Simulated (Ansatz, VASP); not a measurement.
Two plane-wave programs on Be3Ga

```
Be Ga
1.0
     3.48329    0.00000    0.00000
     0.00000    3.48329    0.00000
     0.00000    0.00000    3.48329
Be Ga
3 1
Direct
  0.00000 0.50000 0.50000
  0.50000 0.00000 0.50000
  0.50000 0.50000 0.00000
  0.00000 0.00000 0.00000
```

Alike in both runs: functional PBE; k mesh 6 × 6 × 6; occupations gaussian, width 0.1 eV; no spin polarisation.

Ansatz relaxed the structure, and its values are those at the end. VASP's run is a single point on that final structure, the one shown.

```csv
,VASP,Ansatz
version,VASP 6.6.1,Ansatz 0.2.0
potentials or method,"VASP PAW PBE potentials, release 64 (Be, Ga_d)","scalar-relativistic, plane waves, PAW"
plane-wave cutoff (eV),520,420
valence electrons in the cell,19,19
```

Ansatz gave:

| Quantity | Value |
| --- | --- |
| gap on the k mesh at the Fermi level (eV) | none |
| pressure (GPa) | 0.0 |

**Question.** Estimate VASP's values.

**Answer.** gap on the k mesh at the Fermi level (eV): none; pressure (GPa): 0.1.

A gap of «none» marks a metal or a gap that the smearing closes. The functional is the same, so the differences come from potentials, cutoffs and numerics.
